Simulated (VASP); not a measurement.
Data:

```xyz
2
Lattice="0.0000 1.8037 1.8037 1.8037 0.0000 1.8037 1.8037 1.8037 0.0000" Properties=species:S:1:pos:R:3 pbc="T T T"
B      0.0000     0.0000     0.0000
N      0.9018     0.9018     0.9018
```

All values below come from PBE GGA with D3 dispersion (Becke-Johnson damping), VASP's PBE PAW potentials (set 64) (plane waves; VASP). Settings: 520 eV cut-off, Gaussian smearing of 0.050 eV, potentials B N.

Q: Give the energies of bands 2 to 7 at the high-symmetry points, in eV from the valence-band maximum.

A: 
| band | Γ | X | U | L | W |
|---|---|---|---|---|---|
| 2 | 0.00 | -8.96 | -8.16 | -10.75 | -7.61 |
| 3 | 0.00 | -4.93 | -7.72 | -1.95 | -7.01 |
| 4 | 0.00 | -4.93 | -4.10 | -1.95 | -6.55 |
| 5 | 8.85 | 4.47 | 6.93 | 10.23 | 9.62 |
| 6 | 8.85 | 9.27 | 12.94 | 10.74 | 13.38 |
| 7 | 8.85 | 18.02 | 15.90 | 10.74 | 14.55 |

The gap is indirect, 4.47 eV, from the valence maximum at Γ to the conduction minimum at X.

Measured: gap 6.20 eV at 300 K (computed value off by -1.73 eV), as given by arXiv:1206.3780.

The compound is BN in the zinc blende structure. It was relaxed first.
